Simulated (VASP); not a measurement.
Given:

```xyz
2
Lattice="0.0000 3.2566 3.2566 3.2566 0.0000 3.2566 3.2566 3.2566 0.0000" Properties=species:S:1:pos:R:3 pbc="T T T"
Na     0.0000     0.0000     0.0000
I      3.2566     3.2566     3.2566
```

Calculation: PBE GGA, VASP's PBE PAW potentials (set 64) (plane waves; VASP). Settings: 400 eV cut-off, 7×7×7 Γ-centred mesh, Gaussian smearing of 0.010 eV, potentials Na_pv I.

### Question
Give the electronic dielectric tensor ε∞ (DFPT, local fields included).

### Answer

```
3.34  0.00  0.00
0.00  3.34  0.00
0.00  0.00  3.34
```

### Question
Give the Born effective charges.

### Answer

| atom | Z*xx | Z*yy | Z*zz | mean |
|---|---|---|---|---|
| Na1 | 1.21 | 1.21 | 1.21 | 1.21 |
| I2 | -1.21 | -1.21 | -1.21 | -1.21 |

### Question
And the static tensor with the ions free?

### Answer

```
8.06  0.00  0.00
0.00  8.06  0.00
0.00  0.00  8.06
```

### Question
Which frequencies do the optical Γ-point modes have (no LO-TO splitting)?

### Answer
106 (×3) cm⁻¹.

The compound is NaI in the rock salt structure. It was relaxed first.
